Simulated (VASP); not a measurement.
```yaml
crystal:
  lattice:
    - [2.82430, 0.00000, 0.00000]
    - [0.00000, 2.82430, 0.00000]
    - [0.00000, 0.00000, 2.82430]
  atoms:
    - { symbol: Sb, position: [0.00000, 0.00000, 0.00000] }
    - { symbol: N, position: [0.50000, 0.50000, 0.50000] }
```

The base run (VASP): PBE GGA, plane waves, VASP's PBE PAW potentials (set 64). Run with 520 eV cut-off, 8×8×8 Γ-centred mesh, Gaussian smearing of 0.050 eV, potentials Sb N.

One setting is varied; ΔE counts from the most expensive setting. The base run took about 8 core-seconds. Costs are core time on shared hosts, one run each; read them as rough ratios.

Pressures at a finite cut-off, here 520 eV, hold a Pulay part, which wasn't tested here.

| setting | cost over the base run | electronic steps | ΔE (meV/atom) | pressure (GPa) |
|---|---|---|---|---|
| KPOINTS 1×1×1 Γ-centred mesh | about 1/3 | 13 | 1692.7 | 87.54 |
| KPOINTS 2×2×2 Γ-centred mesh | about 1/2 | 15 | 9.1 | 39.97 |
| KPOINTS 5×5×5 Γ-centred mesh | about 1/2 | 13 | -14.8 | 54.49 |
| KPOINTS 6×6×6 Γ-centred mesh | within a factor of 2 | 12 | 15.0 | 54.72 |
| KPOINTS 7×7×7 Γ-centred mesh | within a factor of 2 | 13 | 23.7 | 53.82 |
| base run | reference | 15 | 10.5 | 53.60 |
| KPOINTS 11×11×11 Γ-centred mesh | within a factor of 2 | 14 | 0.0 | 53.83 |

Left out are runs that failed, have no time on record or changed the cell.

The structure was generated: SbN was put into the CsCl type (Pm-3m), which need not be its known phase. The cell was not relaxed at this level.
